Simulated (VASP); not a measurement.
# Re (Rhenium) with PBEsol: from relaxation to properties

What structure does Re (Rhenium) take at this level, and what are its properties? The steps: full relaxation (PBEsol), second relaxation, density, ELF and potential (PBEsol), bands along the symmetry lines (PBEsol), density of states (PBEsol), volume scan with PBEsol, fit for PBEsol, core-level energies (PBEsol), band structure (PBEsol + SOC) and bands along the symmetry lines (PBEsol), changed input. Left out of this account: 1 further run (vcrelax: its dispersion library returned no energy). The start is a cell from a database of measured crystal structures.

Method: PBEsol; plane waves and PAW (Re), in the first sound run; inputs show where later runs differ, in VASP 6.6.1.

### Step 1. The structure

Before any relaxation, the start is as follows. It takes space group P6_3/mmc (No. 194, hexagonal). The conventional cell has a = 2.761 Å, b = 2.761 Å, c = 4.458 Å, α = 90.00°, β = 90.00°, γ = 120.00°. Nearest to Re lie 12 Re at 2.74 to 2.76 Å.

Structure file:

```cif
data_structure
_symmetry_space_group_name_H-M 'P6_3/mmc'
_symmetry_Int_Tables_number 194
_cell_length_a 2.7608
_cell_length_b 2.7608
_cell_length_c 4.4582
_cell_angle_alpha 90.000
_cell_angle_beta 90.000
_cell_angle_gamma 120.000
_cell_volume 29.43
loop_
_atom_site_label
_atom_site_type_symbol
_atom_site_symmetry_multiplicity
_atom_site_Wyckoff_symbol
_atom_site_fract_x
_atom_site_fract_y
_atom_site_fract_z
_atom_site_occupancy
Re1 Re 2 c 0.33333 0.66667 0.25000 1
```

### Step 2. Full relaxation (PBEsol)

The start need not lie at this functional's minimum. ISIF = 3 frees volume, shape and positions, and EDIFFG sets the threshold on forces and stress at which the search stops. PBEsol restores the gradient expansion of exchange and is tuned for the cells of solids.

The input, INCAR:

```
SYSTEM = Re
PREC = Accurate
ENCUT = 400
EDIFF = 1E-06
NELM = 100
ISMEAR = 1
SIGMA = 0.2
LREAL = .FALSE.
ALGO = Normal
GGA = PS
NBANDS = 13
LASPH = .TRUE.
LORBIT = 11
LWAVE = .FALSE.
LCHARG = .FALSE.
KPAR = 2
IBRION = 2
NSW = 60
ISIF = 3
EDIFFG = -0.01
```

The input, POSCAR:

```
Re
1.0
    2.7608000000      0.0000000000      0.0000000000
   -1.3804000000      2.3909229348      0.0000000000
    0.0000000000      0.0000000000      4.4582000000
Re
2
Direct
    0.3333333333      0.6666666667      0.2500000000
    0.6666666667      0.3333333333      0.7500000000
```

The input, KPOINTS:

```
Automatic mesh
0
Gamma
11 11 6
0 0 0
```

PAW data sets: Re (PBE family, release 64).

Run with:

```console
> mpirun -np 2 vasp_std
```

Output:

```text
[banner, memory and clock lines left out]
running    2 mpi-ranks, on    1 nodes
 distrk:  each k-point on    1 cores,    2 groups
 distr:  one band on    1 cores,    1 groups

 POSCAR found type information on POSCAR Re
 POSCAR found :  1 types and       2 ions
|                                                                             |
|               ----> ADVICE to this user running VASP <----                  |
|                                                                             |
|     You enforced a specific xc type in the INCAR file but a different       |
|     [... a line on the potential file left out ...]
|     I HOPE YOU KNOW WHAT YOU ARE DOING!                                     |
|                                                                             |

 LDA part: xc-table for (Slater+PW92), standard interpolation
 POSCAR, INCAR and KPOINTS ok, starting setup
 FFT: planning ... GRIDC
 FFT: planning ... GRID_SOFT
 FFT: planning ... GRID
 WAVECAR not read
 entering main loop
       N       E                     dE             d eps       ncg     rms          rms(c)
DAV:   1     0.115997923233E+02    0.11600E+02   -0.60553E+03  3320   0.121E+03
DAV:   2    -0.271753543313E+02   -0.38775E+02   -0.34241E+02  2778   0.258E+02
DAV:   3    -0.282506763058E+02   -0.10753E+01   -0.10106E+01  2883   0.451E+01
DAV:   4    -0.282637822884E+02   -0.13106E-01   -0.12979E-01  2664   0.333E+00
DAV:   5    -0.282640116983E+02   -0.22941E-03   -0.22937E-03  2814   0.663E-01    0.446E+01
DAV:   6    -0.271162551466E+02    0.11478E+01   -0.99463E-01  2900   0.273E+01    0.182E+01
DAV:   7    -0.267401131691E+02    0.37614E+00   -0.66371E-01  2951   0.217E+01    0.592E-01
DAV:   8    -0.267278539730E+02    0.12259E-01   -0.75287E-03  2765   0.800E-01    0.160E-01
DAV:   9    -0.267267388356E+02    0.11151E-02   -0.59681E-04  3012   0.254E-01    0.423E-02
DAV:  10    -0.267267437484E+02   -0.49128E-05   -0.56785E-05  2757   0.918E-02    0.174E-02
DAV:  11    -0.267267445865E+02   -0.83810E-06   -0.20063E-07  1599   0.191E-02
   1 F= -.26726745E+02 E0= -.26726344E+02  d E =-.267267E+02
 curvature:   0.00 expect dE= 0.000E+00 dE for cont linesearch  0.000E+00
 trial: gam= 0.00000 g(F)=  0.316E-50 g(S)=  0.450E-01 ort = 0.000E+00 (trialstep = 0.100E+01)
 search vector abs. value=  0.450E-01
 bond charge predicted
       N       E                     dE             d eps       ncg     rms          rms(c)
DAV:   1    -0.267299212705E+02   -0.31775E-02   -0.12982E+01  1664   0.197E+02    0.113E+01
DAV:   2    -0.266683193059E+02    0.61602E-01   -0.10628E-01  2816   0.102E+01    0.397E+00
DAV:   3    -0.266489952696E+02    0.19324E-01   -0.37056E-02  2687   0.620E+00    0.414E-01
DAV:   4    -0.266491918879E+02   -0.19662E-03   -0.81531E-04  3173   0.591E-01    0.225E-01
DAV:   5    -0.266493436494E+02   -0.15176E-03   -0.23063E-04  3198   0.441E-01    0.648E-02
DAV:   6    -0.266493674441E+02   -0.23795E-04   -0.18004E-05  2954   0.130E-01    0.105E-02
DAV:   7    -0.266493679656E+02   -0.52156E-06   -0.38394E-07  1162   0.367E-02
   2 F= -.26649368E+02 E0= -.26649664E+02  d E =0.773766E-01
[...]
3 F= -.26731124E+02 E0= -.26730849E+02  d E =-.437914E-02
[...]
4 F= -.26731126E+02 E0= -.26730852E+02  d E =-.438145E-02
[...]
5 F= -.26730846E+02 E0= -.26730605E+02  d E =-.410162E-02
[...]
6 F= -.26731125E+02 E0= -.26730857E+02  d E =-.438058E-02
[...]
7 F= -.26731103E+02 E0= -.26730819E+02  d E =0.221594E-04
 trial-energy change:    0.000022  1 .order    0.000018   -0.000039    0.000074
 step:   0.2465(harm=  0.2884)  dis= 0.00000  next Energy=   -26.731131 (dE=-0.558E-05)
 bond charge predicted
       N       E                     dE             d eps       ncg     rms          rms(c)
DAV:   1    -0.267311545757E+02   -0.51583E-04   -0.29200E-03  2456   0.244E+00    0.126E-01
DAV:   2    -0.267311348537E+02    0.19722E-04   -0.22747E-05  2834   0.109E-01    0.455E-02
DAV:   3    -0.267311296234E+02    0.52303E-05   -0.48600E-06  1580   0.842E-02    0.120E-02
DAV:   4    -0.267311301544E+02   -0.53103E-06   -0.55830E-06  1948   0.196E-02
   8 F= -.26731130E+02 E0= -.26730855E+02  d E =-.499212E-05
 curvature:  -0.14 expect dE=-0.115E-05 dE for cont linesearch -0.525E-07
 trial: gam= 0.08488 g(F)=  0.404E-51 g(S)=  0.803E-05 ort = 0.411E-05 (trialstep = 0.721E+00)
 search vector abs. value=  0.906E-05
 reached required accuracy - stopping structural energy minimisation
```

Elapsed: 18 s, on 2 MPI ranks of Intel Xeon 6975P-C (Granite Rapids), shared host; peak memory 0.27 GiB; 34 s of CPU time.

Lines that name or quote the potential files are left out of all logs, and their timing lines are given in words.

From OUTCAR (step 2):

```text
ion  position               nearest neighbor table
   1  0.333  0.667  0.250-   2 2.74   2 2.74   2 2.74   2 2.74   2 2.74   2 2.74
   2  0.667  0.333  0.750-   1 2.74   1 2.74   1 2.74   1 2.74   1 2.74   1 2.74

  LATTYP: Found a hexagonal cell.
 ALAT       =     2.7608000000
 C/A-ratio  =     1.6148217908

 Subroutine GETGRP returns: Found 24 space group operations
 (whereof 12 operations were pure point group operations)

The static configuration has the point symmetry D_3d.
 The point group associated with its full space group is D_6h.

 Found     64 irreducible k-points:

   k-points           NKPTS =     64   k-points in BZ     NKDIM =     64   number of bands    NBANDS=     13

   dimension x,y,z NGX =    18 NGY =   18 NGZ =   30
   dimension x,y,z NGXF=    36 NGYF=   36 NGZF=   60

   ENCUT  =  400.0 eV  29.40 Ry    5.42 a.u.   4.50  4.50  7.27*2*pi/ulx,y,z

   NELECT =      14.0000    total number of electrons

 k-points in reciprocal lattice and weights: Automatic mesh
   0.00000000  0.00000000  0.00000000       0.001
   0.09090909 -0.00000000  0.00000000       0.008
   0.18181818 -0.00000000  0.00000000       0.008
   0.27272727 -0.00000000  0.00000000       0.008
   0.36363636 -0.00000000  0.00000000       0.008
   0.45454545 -0.00000000  0.00000000       0.008
   0.09090909  0.09090909  0.00000000       0.008
   0.18181818  0.09090909  0.00000000       0.017
   0.27272727  0.09090909  0.00000000       0.017
[...]
0.27272727  0.27272727  0.50000000       0.008
   0.36363636  0.27272727  0.50000000       0.008

 average (electrostatic) potential at core
       1 -38.8175       2 -38.8175

 E-fermi :   7.8574

 k-point     1 :       0.0000    0.0000    0.0000
  band No.  band energies     occupation
    ...
      3       6.2344      2.00000
      4       6.2379      2.00000
      5       6.2379      2.00000
      6       7.0910      2.00000
      7       7.0910      2.00000
      8       8.0418     -0.03001
      9       8.0418     -0.03001
     10       8.4828     -0.00009
     11      11.2719     -0.00000
     12      11.2719     -0.00000
    ...

 k-point     2 :       0.0909   -0.0000    0.0000
  band No.  band energies     occupation
    ...
      5       6.7348      2.00000
      6       6.9003      2.00000
      7       7.2189      2.00006
      8       7.3884      2.00450
      9       7.7848      1.57156
     10       7.9908      0.10453
     11      11.4444     -0.00000
     12      12.6058      0.00000
     13      17.9673      0.00000

 k-point     3 :       0.1818   -0.0000    0.0000
  band No.  band energies     occupation
    ...
      5       6.2789      2.00000
      6       7.2152      2.00005
      7       7.4667      2.01852
      8       7.5589      2.05598
      9       7.5947      2.06878
     10       8.2448     -0.01949
     11      11.7813     -0.00000
     12      14.8381      0.00000
     13      17.7552      0.00000

  Total       -0.0120812     -0.0120812      0.0064073      0.0000000     -0.0000000      0.0000000
  in kB       -0.6649555     -0.6649555      0.3526608      0.0000000     -0.0000000      0.0000000
  external PRESSURE =      -0.3257501 kB  Pullay stress =       0.0000000 kB

  energy-cutoff  :      400.00
  volume of cell :       29.11
      direct lattice vectors                 reciprocal lattice vectors
     2.750356399 -0.000000000 -0.000000000     0.363589243  0.209918347  0.000000000
    -1.375178200  2.381878511  0.000000000     0.000000000  0.419836694 -0.000000000
    -0.000000000  0.000000000  4.443455785     0.000000000 -0.000000000  0.225050062

 POSITION                                       TOTAL-FORCE (eV/Angst)
 -----------------------------------------------------------------------------------
     -0.00000      1.58792      1.11086         0.000000     -0.000000      0.000000
      1.37518      0.79396      3.33259        -0.000000      0.000000      0.000000
 -----------------------------------------------------------------------------------
    total drift:                               -0.000000      0.000000     -0.000000

  FREE ENERGIE OF THE ION-ELECTRON SYSTEM (eV)
  ---------------------------------------------------
  free  energy   TOTEN  =       -26.7311301544 eV

  energy  without entropy=      -26.7303039872  energy(sigma->0) =      -26.73085477

 reached required accuracy - stopping structural energy minimisation

 total charge
# of ion       s       p       d       tot
------------------------------------------
    1        0.632   0.686   4.885   6.203
    2        0.632   0.686   4.885   6.203
--------------------------------------------------
tot          1.263   1.373   9.770  12.406

[... 3 further parts left out ...]
```

CONTCAR:

```
Re
   1.00000000000000
     2.7503563990853999   -0.0000000000000000   -0.0000000000000000
    -1.3751781995426999    2.3818785111006071    0.0000000000000000
    -0.0000000000000000    0.0000000000000000    4.4434557849246703
  Re
     2
Direct
     0.3333333332999970    0.6666666667000030    0.2500000000000000
     0.6666666667000030    0.3333333332999970    0.7500000000000000
```

The k-mesh is coarse for a metal. The PAW data sets were made with PBE, which is usual practice but a small mismatch for other functionals. The data set Re keeps the semicore shell frozen, which is cheaper and a little less accurate. The run keeps the 24 symmetry operations of its start, so it cannot find a distortion of lower symmetry.

Relaxation path:

```csv
step,energy less that of the first step (eV),largest force (eV/Å),pressure (GPa),volume (Å³)
1,0.0000,0.0000,-4.29,29.43
2,0.0774,0.0000,20.62,27.78
3,-0.0044,0.0000,-0.08,29.11
4,-0.0044,0.0000,-0.07,29.11
5,-0.0041,0.0000,1.12,29.02
6,-0.0044,0.0000,0.10,29.10
7,-0.0044,0.0000,-0.33,29.13
8,-0.0044,0.0000,-0.03,29.11
```

```csv
"conventional cell, symmetrised",before,after,change
a (Å),2.761,2.750,-0.4 %
b (Å),2.761,2.750,-0.4 %
c (Å),4.458,4.443,-0.3 %
volume (Å³/atom),14.71,14.55,-1.1 %
```

The relaxed structure:

```xyz
2
Lattice="2.7504 0.0000 0.0000 -1.3752 2.3819 0.0000 0.0000 0.0000 4.4435" Properties=species:S:1:pos:R:3 pbc="T T T"
Re    0.0000    1.5879    1.1109
Re    1.3752    0.7940    3.3326
```

Numbers from this step:

- electrons: 14
- bands: 13
- irreducible k-points: 64
- symmetry operations: 24
- free energy (TOTEN): -26.73 eV
- energy at zero smearing: -26.73 eV
- Fermi energy: 7.857 eV
- pressure: -0.03258 GPa
- metallic: yes
- SCF cycles over all ionic steps: 43

It ends with forces that vanish by symmetry and a pressure of -0.03 GPa. The volume lies -1.1 % from that of the database's start, which holds the thermal and zero-point expansion of its experiment.

### Step 3. Second relaxation

The basis stayed that of the start cell while the cell moved. A rerun from the cell reached resets it; the error of the finite cutoff stays.

INCAR is that of step 2.

The input, POSCAR:

```
Re
1.0
    2.7503563991      0.0000000000      0.0000000000
   -1.3751781995      2.3818785111      0.0000000000
    0.0000000000      0.0000000000      4.4434557849
Re
2
Direct
    0.3333333333      0.6666666667      0.2500000000
    0.6666666667      0.3333333333      0.7500000000
```

KPOINTS is that of step 2.

Run with:

```console
> mpirun -np 2 vasp_std
```

Output:

```text
[banner, memory and clock lines left out]
running    2 mpi-ranks, on    1 nodes
 distrk:  each k-point on    1 cores,    2 groups
 distr:  one band on    1 cores,    1 groups

 POSCAR found type information on POSCAR Re
 POSCAR found :  1 types and       2 ions
 [... a notice as in an earlier step ...]

 LDA part: xc-table for (Slater+PW92), standard interpolation
 POSCAR, INCAR and KPOINTS ok, starting setup
 FFT: planning ... GRIDC
 FFT: planning ... GRID_SOFT
 FFT: planning ... GRID
 WAVECAR not read
 entering main loop
       N       E                     dE             d eps       ncg     rms          rms(c)
DAV:   1     0.122230795260E+02    0.12223E+02   -0.60108E+03  3328   0.119E+03
DAV:   2    -0.271294060940E+02   -0.39352E+02   -0.34804E+02  2751   0.259E+02
DAV:   3    -0.282324910709E+02   -0.11031E+01   -0.10359E+01  2861   0.483E+01
DAV:   4    -0.282451759552E+02   -0.12685E-01   -0.12611E-01  2656   0.343E+00
DAV:   5    -0.282453957155E+02   -0.21976E-03   -0.21972E-03  2795   0.697E-01    0.455E+01
DAV:   6    -0.271204042238E+02    0.11250E+01   -0.94655E-01  2873   0.266E+01    0.188E+01
DAV:   7    -0.267438243304E+02    0.37658E+00   -0.65657E-01  2932   0.216E+01    0.549E-01
DAV:   8    -0.267320915860E+02    0.11733E-01   -0.73037E-03  2808   0.751E-01    0.150E-01
DAV:   9    -0.267309392542E+02    0.11523E-02   -0.59565E-04  3014   0.252E-01    0.437E-02
DAV:  10    -0.267309457288E+02   -0.64746E-05   -0.59483E-05  2775   0.972E-02    0.178E-02
DAV:  11    -0.267309463231E+02   -0.59428E-06   -0.18017E-07  1636   0.174E-02
   1 F= -.26730946E+02 E0= -.26730672E+02  d E =-.267309E+02
 curvature:   0.00 expect dE= 0.000E+00 dE for cont linesearch  0.000E+00
 trial: gam= 0.00000 g(F)=  0.176E-50 g(S)=  0.121E-04 ort = 0.000E+00 (trialstep = 0.100E+01)
 search vector abs. value=  0.121E-04
 reached required accuracy - stopping structural energy minimisation
```

Elapsed: 6.4 s, on 2 MPI ranks; peak memory 0.25 GiB.

Parts of OUTCAR (step 3):

```text
  LATTYP: Found a hexagonal cell.
 ALAT       =     2.7503563991
 C/A-ratio  =     1.6155927233

 Found     64 irreducible k-points:

   ENCUT  =  400.0 eV  29.40 Ry    5.42 a.u.   4.49  4.49  7.25*2*pi/ulx,y,z

   NELECT =      14.0000    total number of electrons

 E-fermi :   7.8576

 k-point     1 :       0.0000    0.0000    0.0000
  band No.  band energies     occupation
    ...
      3       6.2344      2.00000
      4       6.2379      2.00000
      5       6.2379      2.00000
      6       7.0911      2.00000
      7       7.0911      2.00000
      8       8.0419     -0.02995
      9       8.0419     -0.02995
     10       8.4831     -0.00009
     11      11.2720     -0.00000
     12      11.2720     -0.00000
    ...

 k-point     2 :       0.0909    0.0000    0.0000
  band No.  band energies     occupation
    ...
      5       6.7349      2.00000
      6       6.9004      2.00000
      7       7.2191      2.00006
      8       7.3885      2.00450
      9       7.7850      1.57163
     10       7.9910      0.10433
     11      11.4446     -0.00000
     12      12.6061      0.00000
     13      17.9677      0.00000

  Total       -0.0156689     -0.0156689      0.0030621     -0.0000000      0.0000000     -0.0000000
  in kB       -0.8624204     -0.8624204      0.1685386     -0.0000000      0.0000000     -0.0000000
  external PRESSURE =      -0.5187674 kB  Pullay stress =       0.0000000 kB

  energy-cutoff  :      400.00
  volume of cell :       29.11
      direct lattice vectors                 reciprocal lattice vectors
     2.750356399  0.000000000  0.000000000     0.363589243  0.209918347  0.000000000
    -1.375178200  2.381878511  0.000000000     0.000000000  0.419836694  0.000000000
     0.000000000  0.000000000  4.443455785     0.000000000  0.000000000  0.225050062

 POSITION                                       TOTAL-FORCE (eV/Angst)
 -----------------------------------------------------------------------------------
     -0.00000      1.58792      1.11086        -0.000000     -0.000000      0.000000
      1.37518      0.79396      3.33259         0.000000      0.000000      0.000000
 -----------------------------------------------------------------------------------
    total drift:                               -0.000000      0.000000     -0.000000

  FREE ENERGIE OF THE ION-ELECTRON SYSTEM (eV)
  ---------------------------------------------------
  free  energy   TOTEN  =       -26.7309463231 eV

  energy  without entropy=      -26.7301228919  energy(sigma->0) =      -26.73067185

[... 6 parts as in an earlier step ...]

[... 7 further parts left out ...]
```

CONTCAR:

```
Re
   1.00000000000000
     2.7503563991000002    0.0000000000000000    0.0000000000000000
    -1.3751781995000001    2.3818785111000000    0.0000000000000000
     0.0000000000000000    0.0000000000000000    4.4434557849000003
  Re
     2
Direct
     0.3333333332999970    0.6666666667000030    0.2500000000000000
     0.6666666667000030    0.3333333332999970    0.7500000000000000
```

Little changed from the start: no atom moved by 0.005 Å and no cell edge by 0.1 %.

Numbers from this step:

```yaml
fermi_energy: 7.858 eV
pressure: -0.05188 GPa
scf_cycles_over_all_ionic_steps: 11
```

It ends with forces that vanish by symmetry and a pressure of -0.05 GPa. The volume moved by under 0.01 %: the run met its threshold at the first step.

(Part 1 of 5 ends here.)

[Lines on the potential files, build, host, timing and source positions are cut from VASP's logs without a mark.]

[Logs are printed without paths, hosts, clocks, repeated set-up lines and the standing remarks that a program may print on its own settings, such as how far it seeks lower states.]

[Hosts, paths, dates, database ids (printed as entryN), source tags and the programs' standing remarks are cut or masked in the printed files.]

[A measured line is paired with the nearest computed mode of its activity, which favours agreement.]
